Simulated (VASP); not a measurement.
Write the native input for VASP 6.6.1 that does the following.

```yaml
Task: relaxation of cell and atoms
Functional: PBE
Potentials_or_basis: VASP PAW PBE potentials, release 64 (Ta_pv)
Cutoff: 520 eV
k_mesh: 18 × 18 × 18
Occupations: gaussian, width 0.1 eV
Spin: no spin polarisation
Further_INCAR_settings: ALGO = Normal; EDIFF = 1e-06; IBRION = 2; EDIFFG = -0.01; NSW = 90; ISIF = 3
```

The structure of Ta lies in POSCAR:

```
Ta
1.0
   -1.6512800000      1.6512800000      1.6512800000
    1.6512800000     -1.6512800000      1.6512800000
    1.6512800000      1.6512800000     -1.6512800000
Ta
1
Direct
    0.0000000000      0.0000000000      0.0000000000
```

The input as run:

INCAR

```
SYSTEM = Ta
PREC = Accurate
ENCUT = 520
EDIFF = 1E-6
ISMEAR = 0
SIGMA = 0.1
LREAL = .False.
LASPH = .True.
NELM = 120
ALGO = Normal
ISIF = 3
LWAVE = .False.
LCHARG = .False.
GGA = PE
IBRION = 2
NSW = 90
EDIFFG = -0.01
```

KPOINTS

```
Automatic mesh
0
Gamma
  18 18 18
  0 0 0
```

Potentials or basis: VASP PAW PBE potentials, release 64 (Ta_pv).

Run with:

```sh
$ cat potpaw_PBE.64/Ta_pv/POTCAR > POTCAR
$ mpirun -np 1 vasp_std > vasp.out
```

It gave:

```
Relaxed volume                         : 18.29 Å³/atom
Relaxed cell                           : a = 2.875 Å, b = 2.875 Å, c = 2.875 Å, α = 109.47°, β = 109.47°, γ = 109.47°
Space group after relaxing (to 0.05 Å) : Im-3m (No. 229)
Energy gained by relaxing              : 2.6 meV/atom
Ionic steps                            : 3
Pressure after relaxing                : 0.0 GPa
Band gap on the k mesh                 : none (metal or under the smearing width)
```

It took 60 s on 1 thread of AMD EPYC 7R13 Processor (Zen 3), with other jobs on the host, peak memory 0.14 GiB.
